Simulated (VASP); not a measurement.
Elastic constants (GPa) of a crystal from PBE GGA, VASP's PBE PAW potentials (set 64) (VASP):

```csv
,xx,yy,zz,yz,xz,xy
xx,83.6,75.9,8.8,0.0,0.0,0.0
yy,75.9,83.6,8.8,0.0,0.0,0.0
zz,8.8,8.8,22.3,0.0,0.0,0.0
yz,0.0,0.0,0.0,18.9,0.0,0.0
xz,0.0,0.0,0.0,0.0,18.9,0.0
xy,0.0,0.0,0.0,0.0,0.0,74.1
```

Without a dispersion term in the relaxation, distances and binding between the weakly bound layers, chains or molecules are unreliable, and so is what depends on them.

Problem. Work out the Voigt, Reuss and Hill moduli, Young's modulus and Poisson's ratio.

Solution. All eigenvalues are positive (smallest 7.7 GPa), so the crystal is stable. K_V = (C11+C22+C33+2(C12+C13+C23))/9 = (189.5 + 2×93.5)/9 = 41.8 GPa; G_V = (189.5 − 93.5 + 3×111.9)/15 = 28.8 GPa. From the compliances, K_R = 20.1 GPa and G_R = 11.0 GPa. Hill: K = 31.0 GPa, G = 19.9 GPa, E = 9KG/(3K+G) = 49.2 GPa, ν = (3K−2G)/(2(3K+G)) = 0.235. K/G = 1.56, below Pugh's 1.75; universal anisotropy A^U = 9.11.

Problem. With a density of 5.92 g/cm³, what are the mean sound speeds?

Solution. v_l = √((K+4G/3)/ρ) = 3.12 km/s and v_t = √(G/ρ) = 1.83 km/s. The crystal is SnO (litharge), tetragonal.

The compound is SnO in the litharge structure. It was relaxed first, which changed the volume by +8 %.
